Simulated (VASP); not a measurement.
The system is CsSi2.

```
Cs Si
1.0
     6.37157    0.00000    0.00000
    -3.18578    5.51794    0.00000
     0.00000    0.00000    4.47866
Cs Si
1 2
Direct
  0.00000 0.00000 0.00000
  0.66667 0.33333 0.25039
  0.66667 0.33333 0.74961
```

The cell was built by a generator and needn't be a form met in nature.

- Program: VASP 6.6.1
- Task: relaxation of cell and atoms
- Functional: PBE
- Potentials or basis: VASP PAW PBE potentials, release 64 (Cs_sv, Si)
- Cutoff: 600 eV
- k mesh: 5 × 5 × 6
- Occupations: fermi-dirac, width 0.05 eV
- Spin: no spin polarisation

At the start: pressure -0.5 GPa; volume 52.49 Å³/atom.

Problem. Where does the relaxation end?

Solution. Over 15 steps the energy falls by 11.2 meV/atom and the volume is 51.35 Å³/atom (-2.2 %); space group P-6m2 (No. 187, to 0.05 Å).

The path:
```csv
step,energy change (eV),largest force (eV/Å),pressure (GPa),volume (Å³)
1,0.0000,0.1636,-0.54,157.46
2,-0.0298,0.3901,0.00,153.39
3,-0.0299,0.3688,-0.04,153.56
4,-0.0245,0.2930,0.56,151.92
5,-0.0325,0.1493,0.16,152.94
6,-0.0326,0.1426,-0.09,153.87
7,-0.0335,0.0004,0.03,153.40
8,-0.0335,0.0030,0.03,153.57
9,-0.0335,0.0121,0.01,154.07
10,-0.0336,0.0105,0.01,153.99
11,-0.0335,0.0083,0.01,153.87
12,-0.0336,0.0098,0.01,153.94
13,-0.0336,0.0102,0.01,153.97
14,-0.0335,0.0125,-0.01,154.15
15,-0.0336,0.0004,0.00,154.05
```

Final structure:
```
Cs Si
1.0
     6.38678   -0.00003    0.00000
    -3.19341    5.53110    0.00000
     0.00000    0.00000    4.36092
Cs Si
1 2
Cartesian
  -3.1934 5.5311 0.0000
  3.1934 1.8437 1.0905
  3.1934 1.8437 3.2705
```
